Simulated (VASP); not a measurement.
Wanted: the native input for a VASP 6.6.1 run.

| Quantity | Value |
| --- | --- |
| Task | density of states |
| Functional | r2SCAN |
| Potentials or basis | VASP PAW PBE potentials, release 64 (Rb_sv, I, Cl) |
| Cutoff | 520 eV |
| k mesh | 4 × 4 × 4 |
| Occupations | tetrahedron |
| Spin | no spin polarisation |
| Dipole correction | no |
| Further INCAR settings | ALGO = Normal; EDIFF = 1e-06 |

The structure of Rb4I3Cl lies in POSCAR:

```
Rb4I3Cl
1.0
    7.3226940000      0.0000000000      0.0000000000
    0.0000000000      7.3226940000      0.0000000000
    0.0000000000      0.0000000000      7.3226940000
Rb I Cl
4 3 1
Direct
    0.0000000000      0.0000000000      0.0000000000
    0.5000000000      0.5000000000      0.0000000000
    0.5000000000      0.0000000000      0.5000000000
    0.0000000000      0.5000000000      0.5000000000
    0.0000000000      0.5000000000      0.0000000000
    0.0000000000      0.0000000000      0.5000000000
    0.5000000000      0.0000000000      0.0000000000
    0.5000000000      0.5000000000      0.5000000000
```

The cell was built by a generator and needn't be a form met in nature.

These files were run (other wordings do the same):

INCAR

```
SYSTEM = Rb4I3Cl
PREC = Accurate
ENCUT = 520
EDIFF = 1E-6
ISMEAR = -5
SIGMA = 0.1
LREAL = .FALSE.
LASPH = .TRUE.
NELM = 80
ALGO = Normal
ISIF = 2
LWAVE = .FALSE.
LCHARG = .FALSE.
METAGGA = R2SCAN
LMIXTAU = .TRUE.
LORBIT = 10
NEDOS = 2001
```

KPOINTS

```
regular mesh
0
G
  4 4 4
  0 0 0
```

Potentials or basis: VASP PAW PBE potentials, release 64 (Rb_sv, I, Cl).

The run is started by

```console
$ cat potpaw_PBE.64/Rb_sv/POTCAR potpaw_PBE.64/I/POTCAR potpaw_PBE.64/Cl/POTCAR > POTCAR
$ mpirun -np 1 vasp_std > vasp.out
```

Results of the run:

- Pressure: -0.3 GPa
- Band gap on the k mesh: 4.54 eV, direct
- Valence electrons inside the program's atomic spheres: Rb 7.37, 7.36; I 4.39; Cl 5.15

Caveat: the PAW data sets were made with another functional, which shifts forces and pressure a little; spin-orbit coupling is left out, which moves the levels of the heavy elements.

Run time: 8.9 min on 1 thread of Intel(R) Xeon(R) 6975P-C (Granite Rapids), with other jobs on the host, peak memory 0.48 GiB.
